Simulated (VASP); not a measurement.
Bi (a7): the lattice constant c from VASP (plane waves, PAW) at several levels of theory. Static lattice.

```csv
level,lattice constant c (Å)
LDA,11.502
PBEsol,11.642
```

The cell of the LDA run:

```cif
data_Bi2
_chemical_formula_sum 'Bi2'
_space_group_name_H-M_alt 'P 1'
_space_group_IT_number 1
_cell_length_a 4.63061
_cell_length_b 4.63061
_cell_length_c 4.63061
_cell_angle_alpha 58.113
_cell_angle_beta 58.113
_cell_angle_gamma 58.113
loop_
_space_group_symop_operation_xyz
  'x, y, z'
loop_
_atom_site_label
_atom_site_type_symbol
_atom_site_fract_x
_atom_site_fract_y
_atom_site_fract_z
_atom_site_occupancy
Bi1 Bi 0.23725 0.23725 0.23725 1
Bi2 Bi 0.76275 0.76275 0.76275 1
```

Only levels that ran to the end are used. Left out are those held back, those with too coarse a band path, GW runs whose mesh misses a band edge, hybrids' fits of cells that aren't cubic and levels without matching references; a question may draw on a part of the rest.

The compound is Bi in the a7 structure.
